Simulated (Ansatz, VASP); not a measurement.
## Cross-check of YC3 between VASP and Ansatz

Wanted: the spread between two codes on one cell, functional and k mesh. The cell is generated by rule, not measured, and may not be a known phase. The cell is taken from a series of runs on this material, whose earlier steps may have relaxed, scaled, displaced or heated it; both programs get it as it stands.

Method: plane waves, with VASP 6.6.1 beside it; zone-centre phonons at PBEsol, in Ansatz 0.2.0.

The structure was built from a prototype and need not be the compound's stable phase.

## 1. Set-up

The structure is cubic, space group Pm-3m (No. 221). Conventional cell: a = 3.493 Å, b = 3.493 Å, c = 3.493 Å, α = 90.00°, β = 90.00°, γ = 90.00°. Y has 12 C at 2.47 Å nearest. Nearest to C lie 4 Y at 2.47 Å and 8 C at 2.47 Å. Farther neighbours are not listed.

## 2. Ansatz: zone-centre phonons, PBEsol

Ansatz runs on its default PAW (the set named soft_2) files.

Second derivatives magnify differences that forces hide, and they need a tight electronic threshold.

File input.yaml:

```yaml
crystal:
  lattice:
    - [3.4934150787, 0.0, 0.0]
    - [0.0, 3.4934150787, 0.0]
    - [0.0, 0.0, 3.4934150787]
  atoms:
    - { symbol: "Y", position: [0.0, 0.0, 0.0] }
    - { symbol: C, position: [0.0, 0.5, 0.5] }
    - { symbol: C, position: [0.5, 0.0, 0.5] }
    - { symbol: C, position: [0.5, 0.5, 0.0] }
kpoints:
  mp_grid: { grid: [10, 10, 10] }
hamiltonian:
  xc: pbesol
scf:
  occupations: { method: methfessel_paxton, width: 0.15 }
output:
  eigenvalues: true
phonons:
  method: dfpt
  qmesh: [2, 2, 2]
  temperatures: { t_max: 1000, t_step: 50 }
  qpath:
    path:
      - [[0.0, 0.0, 0.0], [0.0, 0.5, 0.0], [0.5, 0.5, 0.0], [0.0, 0.0, 0.0], [0.5, 0.5, 0.5], [0.0, 0.5, 0.0]]
      - [[0.5, 0.5, 0.5], [0.5, 0.5, 0.0]]
    npoints: 10
```

Command:

```bash
> ansatz run input.yaml --threads 8 --pin off --max-ram 14336MiB --backend cpu --events-out ev --progress --plain --runs-dir out
```

Numbers of over 12 decimals in the logs are rounded to 6 here.

What it wrote:

```text
Engine: ansatz 0.2.0, x86_64-unknown-linux-gnu
Pseudopotentials: kind: paw
Pseudopotential: Y, paw, valence charge 11, recommended cutoff 420 eV (normal), Y.paw.azcp
Pseudopotential: C, paw, valence charge 4, recommended cutoff 420 eV (normal), C.paw.azcp
Functional definition: PBEsol
  exchange = pbesol_x
  correlation = pbesol_c
Crystal: 4 atoms, lattice volume = 42.633 Å³
Basis set: ecut = 420 eV, 847 PW (Γ), exchange–correlation on 48×48×48 points (8 copies of the dense FFT grid, shifted against one another)
Bands: 16, of which v1, the nominal top of the filled ones, is band 12 counted from 1 (11 counted from 0)
Symmetry: 48 space group operations
k-points: 56 of 1000
Non-local potential: Y, projectors of the file, l = 0: 3, l = 1: 2, l = 2: 2, l = 3: 1
Non-local potential: C, projectors of the file, l = 0: 2, l = 1: 2, l = 2: 1
PAW form: soft (Blöchl's): semilocal exchange-correlation on the pseudo side does not see the compensation charge
PAW frozen core: Y, regenerated for the run's functional, and the local potential with it (the file was generated under x = pbe(κ = 0.804, μ = 0.219515), c = pbe(β = 0.066725))
PAW frozen core: C, regenerated for the run's functional, and the local potential with it (the file was generated under x = pbe(κ = 0.804, μ = 0.219515), c = pbe(β = 0.066725))
PAW one-centre angular grid: Y, 590 points (default); XC on 64 Gauss nodes
PAW one-centre angular grid: C, 110 points (default); XC on 64 Gauss nodes
Initial density: superposition of atomic densities (neutral atoms: chi_scale 0, normalization atom), corrected by the library's trained network
Initial wavefunctions: pseudopotential atomic-orbital guess
Functional: x = pbesol(κ = 0.804, μ = 0.123457), c = pbesol(β = 0.046)
SCF iter   1: F=—  HF=-4527.045788 eV  |F-HF|=—  |Δ(HF+E_count)|=         —  Δρ=7.04e-3  dr2=1.61e-2  ethr=1.77e-3  ⟨swp⟩=5.4  Hψ=4137  notcnv=0
preconditioner: auto → none  [insulator: Δε(μ)=0.099 eV  Ē_g=12.029 eV  σ=0.150 eV  W_gap=0.52  n_scr=6 (ndim 8)  ℏωp=26.1 eV  f_vac=0.000  D(μ)=1.20/eV (n_scr^D=6)  ε∞_Penn≈5.7]
SCF iter   2: F=—  HF=-4527.038822 eV  |F-HF|=—  |Δ(HF+E_count)|=   6.97e-3  S|Δr|=    0.00e0  Δρ=1.96e-3  dr2=1.09e-3  ethr=6.98e-5  ⟨swp⟩=2.5  Hψ=1782  notcnv=0
SCF iter   3: F=—  HF=-4527.038578 eV  |F-HF|=—  |Δ(HF+E_count)|=   2.45e-4  S|Δr|=    0.00e0  Δρ=4.05e-4  dr2=4.40e-5  ethr=4.75e-6  ⟨swp⟩=2.3  Hψ=1260  notcnv=0
SCF iter   4: F=—  HF=-4527.038581 eV  |F-HF|=—  |Δ(HF+E_count)|=   3.59e-6  S|Δr|=    0.00e0  Δρ=1.49e-4  dr2=2.63e-6  ethr=1.91e-7  ⟨swp⟩=2.1  Hψ=1270  notcnv=0
SCF iter   5: F=—  HF=-4527.038589 eV  |F-HF|=—  |Δ(HF+E_count)|=   7.52e-6  S|Δr|=    0.00e0  Δρ=1.37e-5  dr2=6.52e-8  ethr=1.14e-8  ⟨swp⟩=2.4  Hψ=1561  notcnv=0
SCF iter   6: F=—  HF=-4527.038589 eV  |F-HF|=—  |Δ(HF+E_count)|=   2.78e-8  S|Δr|=    0.00e0  Δρ=4.18e-6  dr2=2.85e-9  ethr=2.83e-10  ⟨swp⟩=2.1  Hψ=1491  notcnv=0
SCF iter   7: F=—  HF=-4527.038589 eV  |F-HF|=—  |Δ(HF+E_count)|=  8.39e-10  S|Δr|=    0.00e0  Δρ=4.57e-7  dr2=6.71e-11  ethr=1.24e-11  ⟨swp⟩=2.1  Hψ=1508  notcnv=0
SCF iter   8: F=-4527.038589 eV  HF=-4527.038589 eV  |F-HF|=0.00e0  |Δ(HF+E_count)|=  1.09e-11  S|Δr|=    0.00e0  Δρ=4.08e-8  dr2=4.57e-13  ethr=1.00e-12  ⟨swp⟩=5.8  Hψ=3672  notcnv=0
SCF 1 converged in 8 iterations: F = -4527.038589 eV  dr2 = 4.57e-13
  greatest PAW one-centre occupation: 0.993 electrons in one spin orbital (limit 2), on the Y atom at site 0 (counted from 0), in its partial waves of l = 0
phonons: the bands overlap, so this run is a metal and interpolates without the dipole-dipole term. If the crystal is really an insulator or semiconductor, its LO-TO splitting is missing
NSCF: frozen V_eff on 56 k-points
NSCF: frozen V_eff on 216 k-points
DFPT response loops at q = (0, 0, 0) (fractional): preconditioner auto → Kerker (q_TF=auto, 2.462 Å⁻¹) (partly filled bands, converged f_vac=0.000); β = 1.00, the filter's whole step (`scf.mixing.beta` (0.50) is not read by the response loops under this deck's `scf.mixing.preconditioner`; to damp them name `kerker` or `kerker_dos`, under which they read `scf.mixing.beta`, and type it under 1.00, their step now; both keys bind the ground state too); Broyden in place of MSR1
NSCF: frozen V_eff on 432 k-points
DFPT response loops at q = (0, 0, -0.5) (fractional): mixed as the last ones told, above
NSCF: frozen V_eff on 432 k-points
DFPT response loops at q = (0, -0.5, -0.5) (fractional): mixed as the last ones told, above
NSCF: frozen V_eff on 432 k-points
DFPT response loops at q = (-0.5, -0.5, -0.5) (fractional): mixed as the last ones told, above
SCF converged after 8 iterations
Stability not checked: this state was not tested for a lower state beside it, because cold or Methfessel-Paxton smearing, or corrected tetrahedra, fill the levels in a way that the test cannot read (fill_not_monotonic; see scf.lower_state_search)
Free energy (F): -4527.038589 eV
Harris-Foulkes:  -4527.038589 eV  (|F-HF|=0.00e0)
Internal energy: -4527.041685 eV  (E = F + TS)
E sigma→0 (E₀):  -4527.039363 eV
Entropy (-TS):   0.003096 eV (0.774 meV/atom)
Fermi energy:    11.665295 eV
--- Per-component energies (eV) ---
  E_band       = -15.828371
  E_kinetic    = 548.342560
  E_local      = -589.548519  (includes V_loc(G=0)·N_el)
  E_nonlocal   = 135.624951
  E_hartree    = 165.593685
  E_xc         = -311.977070
  E_vxc        = -372.459155  (∫ρ·V_xc dr)
  E_paw        = -3054.846313  (= ΣΔE_a)
  E_vpaw       = -68.975602  (= ΣTr[D̂ρ^β])
  E_aug_tail   = 0.000010  (compensation charges beyond the density's cutoff)
  E_ewald      = -1420.443062
  E_core_change = 0.212074  (= ΣΔE_core)
  E_smearing   = 0.003096  (= −TS)
  E_closure    = 0.000000  (closes the sum)
  Σ components = -4527.038589   (vs F -4527.038589, Δ=0.00e0)
--- Band table (eV; the first three rows and the last of 56) ---
  k-point 0: bands = [... 8 lower, 8.5877, 8.5877, 12.5263, 12.5263, 12.5263, 16.0134, 16.0134, 16.0134]
  k-point 1: bands = [... 8 lower, 8.5536, 8.7792, 11.9845, 12.2587, 12.2587, 15.7425, 15.8739, 15.8739]
  k-point 2: bands = [... 8 lower, 8.4370, 9.3371, 10.9354, 11.8157, 11.8157, 15.2127, 15.5059, 15.5059]
  k-point 55: bands = [... 8 lower, 8.7519, 8.7519, 8.7519, 15.4956, 15.4956, 15.4956, 16.2234, 16.2234]
--- Phonons (Γ-DFPT): 3 representative perturbations + reference (Σ response iterations 9) ---
  ASR residual: 5.276e-5 → 0.000e0 eV/Å²; symmetrization residual: 2.754e-6 eV/Å²
  ASR residual per site (eV/Å²): 5.28e-5 3.97e-6 3.97e-6 3.97e-6
  Γ frequencies (cm⁻¹): -517.49 -517.49 -517.49 0.00 0.00 0.00 386.91 386.91 386.91 448.27 448.27 448.27
--- Phonons (arbitrary-q DFPT): 4 irreducible q on the 2×2×2 mesh ---
  q = [0.0000, 0.0000, 0.0000] (star 1, of the zone-centre solve; hermiticity 3.59e-7, symmetrization 8.11e-14): -517.49 -517.49 -517.49 -0.00 -0.00 0.00 386.91 386.91 386.91 448.27 448.27 448.27
  q = [0.0000, 0.0000, -0.5000] (star 3, 7 solved perturbations in 1332 linear systems a pass and spin channel, the states on 216 of 1000 k-point pairs; hermiticity 2.54e-7, symmetrization 8.61e-9): -517.85 -517.85 -322.34 120.31 120.31 226.66 343.63 343.63 393.34 407.50 422.75 422.75
  q = [0.0000, -0.5000, -0.5000] (star 3, 7 solved perturbations in 1332 linear systems a pass and spin channel, the states on 216 of 1000 k-point pairs; hermiticity 2.19e-7, symmetrization 5.35e-9): -424.39 -334.22 -277.06 113.05 150.08 150.08 188.60 372.32 372.32 454.66 454.66 477.73
  q = [-0.5000, -0.5000, -0.5000] (star 1, 3 solved perturbations in 468 linear systems a pass and spin channel, the states on 216 of 1000 k-point pairs; hermiticity 3.10e-7, symmetrization 1.09e-11): -797.80 -286.58 -286.58 -286.58 -243.27 -243.27 363.26 363.26 363.26 473.89 473.89 473.89
  sum rule: each row above includes the acoustic sum rule's correction from the zone centre's row sums; it moved no ω² by more than (0.40 cm⁻¹)²
  mesh force constants: q→R imaginary residual 1.64e-17; ASR residual 5.276e-5 → 0.000e0 eV/Å²; symmetrization residual 5.329e-15 eV/Å²
  interpolated dispersion: 62 rows × 12 modes
  density of states and harmonic sums: on the 18×18×18 q-mesh, interpolated from the force constants of a 2×2×2 supercell (no non-analytic term)
  largest difference from the sums on the solved wave vectors: F 1.66e-2 eV, S 2.50e-5 and C_V 1.41e-5 eV/K
  zero-point energy: 0.165362 eV/cell   skipped modes (ω ≤ 0): 857, of them read as no rigid motion or as one in doubt: 854 (3.849e0 modes/cell left out, lowest -797.80 cm⁻¹)   left out of the sums: 3.21e-1 of the cell's modes: C_V's classical limit lies that fraction below 3 k_B per atom; for a crystal, a wire or a layer, F and S can be off by more, and a phonons.interpolated_qmesh denser along its periods is the remedy for the sampling
```

Reading the cycles: dr2 is the Hartree energy of the density residual (eV), the measure of convergence; HF is the Harris–Foulkes estimate of the energy, which meets the free energy F at convergence.

(Continued in part 2 of 2.)

[Lines on the potential files, build, host, timing and source positions are cut from VASP's logs without a mark.]

[Logs are printed without paths, hosts, clocks, repeated set-up lines and the standing remarks that a program may print on its own settings, such as how far it seeks lower states.]

[Hosts, paths, dates, database ids (printed as entryN), source tags and the programs' standing remarks are cut or masked in the printed files.]
